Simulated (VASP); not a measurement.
These are HSE06 screened hybrid with spin-orbit coupling, VASP's PBE PAW potentials (set 64) (plane waves; VASP) values and carry that method's errors.

VASP ran on this input.

**POSCAR**
```
NaI
1
    0.0000000000     3.2598451955     3.2598451955
    3.2598451955     0.0000000000     3.2598451955
    3.2598451955     3.2598451955     0.0000000000
Na I
1 1
Direct
  0.0000000000   0.0000000000   0.0000000000
  0.5000000000   0.5000000000   0.5000000000
```

KPOINTS:
```
Automatic mesh
0
Gamma
6 6 6
0 0 0
```

KPOINTS_OPT:
```
named points and PBE's band edges
7
Reciprocal
  0.000000   0.000000   0.000000 1 ! GAMMA
  0.500000   0.000000   0.500000 1 ! X
  0.500000   0.500000   0.500000 1 ! L
  0.500000   0.250000   0.750000 1 ! W
  0.375000   0.375000   0.750000 1 ! K
  0.625000   0.250000   0.625000 1 ! U
  0.035710   0.000000   0.035710 1 ! near an edge
```

**INCAR**
```
# general
SYSTEM     = NaI
PREC       = Accurate
ENCUT      = 350   # plane-wave cut-off (eV)
LREAL      = F
LASPH      = T   # aspherical one-centre terms
ISYM       = 3

# electronic loop
EDIFF      = 1E-6   # SCF stop (eV)
NELM       = 60
ALGO       = Normal   # blocked Davidson
LMAXMIX    = 4   # l cut-off of mixed one-centre charges

# smearing
ISMEAR     = 0   # Gaussian
SIGMA      = 0.05   # width (eV)

# functional
GGA        = PE   # PBE
LHFCALC    = T
AEXX       = 0.25
HFSCREEN   = 0.2
PRECFOCK   = Fast
GGA_COMPAT = F

# spin
MAGMOM     = 6*0
LSORBIT    = T

# ions
ISIF       = 0

# output
LWAVE      = F
LCHARG     = F
```

POTCAR, in this order: Na_pv I (PBE.64 set). Program: vasp_ncl. Read from the step before: WAVECAR.

The resulting files:

OUTCAR:
```
 ion  position               nearest neighbor table
   1  0.000  0.000  0.000-
   2  0.500  0.500  0.500-
  LATTYP: Found a face centered cubic cell.
 ALAT       =     6.5196903910
 Subroutine PRICEL returns:
 Original cell was already a primitive cell.
 Subroutine GETGRP returns: Found 48 space group operations
The static configuration has the point symmetry O_h .
The dynamic configuration has the point symmetry O_h .
The overall configuration has the point symmetry O_h .
 Subroutine INISYM returns: Found 48 space group operations
 Subroutine IBZKPT returns following result:
 Found     16 irreducible k-points:

 Following reciprocal coordinates:
            Coordinates               Weight
  0.000000  0.000000  0.000000      1.000000
  0.166667  0.000000  0.000000      8.000000
  0.333333  0.000000  0.000000      8.000000
  0.500000  0.000000  0.000000      4.000000
  0.166667  0.166667  0.000000      6.000000
  0.333333  0.166667  0.000000     24.000000
  0.500000  0.166667  0.000000     24.000000
 -0.333333  0.166667  0.000000     24.000000
 -0.166667  0.166667  0.000000     12.000000
  0.333333  0.333333  0.000000      6.000000
  0.500000  0.333333  0.000000     24.000000
 -0.333333  0.333333  0.000000     12.000000
  0.500000  0.500000  0.000000      3.000000
  0.500000  0.333333  0.166667     24.000000
 -0.333333  0.333333  0.166667     24.000000
 -0.333333  0.500000  0.166667     12.000000
 Subroutine IBZKPT_HF returns following result:
   k-points           NKPTS =     16   k-points in BZ     NKDIM =    216   number of bands    NBANDS=     22
   number of dos      NEDOS =    301   number of ions     NIONS =      2
   total plane-waves  NPLWV =  21952
   dimension x,y,z NGX =    28 NGY =   28 NGZ =   28
   dimension x,y,z NGXF=    56 NGYF=   56 NGZF=   56
   ions per type =               1   1
...
```

**OSZICAR**
```
       N       E                     dE             d eps       ncg     rms          rms(c)
DAV:   1    -0.638923438613E+01   -0.63892E+01   -0.34774E-01   704   0.553E+00    0.361E+00
DAV:   2    -0.639157466190E+01   -0.23403E-02   -0.14930E-02   766   0.186E+00    0.232E+00
DAV:   3    -0.639109481009E+01    0.47985E-03   -0.82855E-04   924   0.492E-01    0.142E+00
DAV:   4    -0.639095224864E+01    0.14256E-03   -0.91475E-05   922   0.146E-01    0.839E-01
DAV:   5    -0.639091036256E+01    0.41886E-04   -0.25602E-05   804   0.605E-02    0.491E-01
DAV:   6    -0.639090182096E+01    0.85416E-05   -0.75769E-06   890   0.284E-02    0.289E-01
DAV:   7    -0.639089983342E+01    0.19875E-05   -0.34322E-06   834   0.163E-02    0.167E-01
DAV:   8    -0.639090151180E+01   -0.16784E-05   -0.97533E-07   788   0.874E-03    0.986E-02
DAV:   9    -0.639090262526E+01   -0.11135E-05   -0.42191E-07   476   0.590E-03    0.576E-02
DAV:  10    -0.639090350597E+01   -0.88071E-06   -0.27586E-07   446   0.465E-03
   1 F= -.63909035E+01 E0= -.63909035E+01  d E =-.940540E-14  mag=     0.0000     0.0000     0.0000
       N       E                     dE             ncg
```

### OUTCAR
```
------------------------ aborting loop because EDIFF is reached ----------------------------------------
  volume of cell :       69.28
      direct lattice vectors                 reciprocal lattice vectors
     0.000000000  3.259845196  3.259845196    -0.153381517  0.153381517  0.153381517
     3.259845196  0.000000000  3.259845196     0.153381517 -0.153381517  0.153381517
     3.259845196  3.259845196  0.000000000     0.153381517  0.153381517 -0.153381517
  FREE ENERGIE OF THE ION-ELECTRON SYSTEM (eV)
  ---------------------------------------------------
  free  energy   TOTEN  =        -6.3909035060 eV

  energy  without entropy=       -6.3909035060  energy(sigma->0) =       -6.39090351

  exchange ACFDT corr.  =         0.00000000  see jH, gK, PRB 81, 115126

 Ion:    1  E_soc:     -0.0007319

 Ion:    2  E_soc:     -0.2370786
```
(Selected blocks of OUTCAR.)

The compound is NaI in the rock salt structure. It was relaxed first.
